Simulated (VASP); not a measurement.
An input for Quantum ESPRESSO's pw.x (written as the equivalent of a VASP run, and not itself run):

```
&CONTROL
  calculation = 'vc-relax'
  pseudo_dir = './pseudo'
  outdir = './out'
  tprnfor = .true.
  tstress = .true.
  nstep = 60
  forc_conv_thr = 0.00039
/
&SYSTEM
  ibrav = 0
  nat = 2
  ntyp = 2
  ecutwfc = 88
  occupations = 'smearing'
  smearing = 'gaussian'
  degauss = 0.003675
  input_dft = 'vdw-df2-b86r'
/
&ELECTRONS
  conv_thr = 7.3e-08
  electron_maxstep = 100
/
&IONS
/
&CELL
/
ATOMIC_SPECIES
  Be 9.012 Be.upf
  S 32.060 S.upf
CELL_PARAMETERS angstrom
     0.0000000    2.4350000    2.4350000
     2.4350000    0.0000000    2.4350000
     2.4350000    2.4350000    0.0000000
ATOMIC_POSITIONS crystal
  Be   0.0000000  0.0000000  0.0000000
  S    0.2500000  0.2500000  0.2500000
K_POINTS automatic
  8 8 8 0 0 0
```

Question: Translate this input to VASP (INCAR, KPOINTS, POSCAR, choice of POTCAR).

Answer: This is not unique; one that fits is 
KPOINTS:
```
Automatic mesh
0
Gamma
8 8 8
0 0 0
```

### INCAR
```
! general
SYSTEM   = BeS
PREC     = Accurate
ENCUT    = 520
LREAL    = .FALSE.   ! projection in real space or not
LASPH    = .TRUE.   ! aspherical one-centre terms

! electronic loop
EDIFF    = 1E-6   ! SCF stop (eV)
NELM     = 100
ALGO     = Normal   ! blocked Davidson

! smearing
ISMEAR   = 0
SIGMA    = 0.05   ! width (eV)

! functional
GGA      = MK
LUSE_VDW = .TRUE.
AGGAC    = 0.0
PARAM1   = 0.1234568
PARAM2   = 0.7114
ZAB_VDW  = -1.8867

! ions
IBRION   = 2
NSW      = 60   ! most ionic steps
ISIF     = 3   ! ions, shape and volume
EDIFFG   = -0.01

! output
LWAVE    = .FALSE.
LCHARG   = .FALSE.
```

### POSCAR
```
BeS
1
    0.0000000000     2.4350000000     2.4350000000
    2.4350000000     0.0000000000     2.4350000000
    2.4350000000     2.4350000000     0.0000000000
Be S
1 1
Direct
  0.0000000000   0.0000000000   0.0000000000
  0.2500000000   0.2500000000   0.2500000000
```

POTCAR, in this order: Be S (PBE.64 set). Program: vasp_std.

What does not carry over: the potentials are each code's own (VASP's PAW set, PseudoDojo norm-conserving files in pw.x), so ENCUT and ecutwfc are chosen apart and not converted; conv_thr bounds pw.x's estimated SCF error, while EDIFF bounds the energy change between steps; forc_conv_thr acts on force components and is met together with etot_conv_thr.

The compound is BeS in the zinc blende structure. This run relaxes it. Symmetry was kept, so distortions that lower it aren't found.
